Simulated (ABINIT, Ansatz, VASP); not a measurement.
Code comparison for Be2C (Fm-3m, 3 atoms in the cell)

Self-consistent single point, at a second geometry (lattice scaled by 0.98). First geometry:

```
CELL_PARAMETERS angstrom
      0.00000     2.17000     2.17000
      2.17000     0.00000     2.17000
      2.17000     2.17000     0.00000
ATOMIC_POSITIONS crystal
  Be 0.25000 0.25000 0.25000
  Be 0.75000 0.75000 0.75000
  C  0.00000 0.00000 0.00000
```

Shared settings, as Ansatz (a first-principles code) writes them: kpoints.mp_grid.grid = 7 7 7; scf.occupations.method = fermi_dirac; scf.occupations.width = 0.05 eV. Potentials and cutoffs stand in the table.

```tsv
code	model	ΔF from the first geometry (meV/atom)	pressure (GPa)	gap on the mesh (eV)	cutoff
ABINIT	PBE, norm-conserving pseudopotentials (PseudoDojo nc-sr-05 PBE standard)	14.3	12.70	1.443	44 Ha
VASP	PBE, VASP's PBE PAW potentials (set 64)	–	–	1.420	400 eV
Ansatz	PBE, default PAW files	11.8	11.33	1.434	default
```

A dash marks a value that a program does not give, or that is left out as unsure.

Gaps are read on the mesh.

The spread over the programs that give each value: ΔF from the first geometry within 2.5 meV/atom; pressure within 1.37 GPa; gap on the mesh within 0.023 eV.

Ansatz's pressure is given at a fixed set of plane waves, as the other plane-wave codes print theirs; with its correction for the finite basis it is 11.64 GPa (the shift of 0.31 GPa shows how far the cutoff is from converged).

VASP's run is marked for a possible Pulay error in its stress at this cutoff; no cutoff test was made.

The starting cell has typed, rounded lattice constants, without a prior relaxation at this level. For this run, on top of that: lattice scaled by 0.98.

Left out of this page: Quantum ESPRESSO, GPAW, Elk and FLEUR (not drawn, or without a comparable value); CP2K and SIESTA (unsound by tests on forces, stress, charge or solver warnings).

Keys are those of Ansatz 0.2.
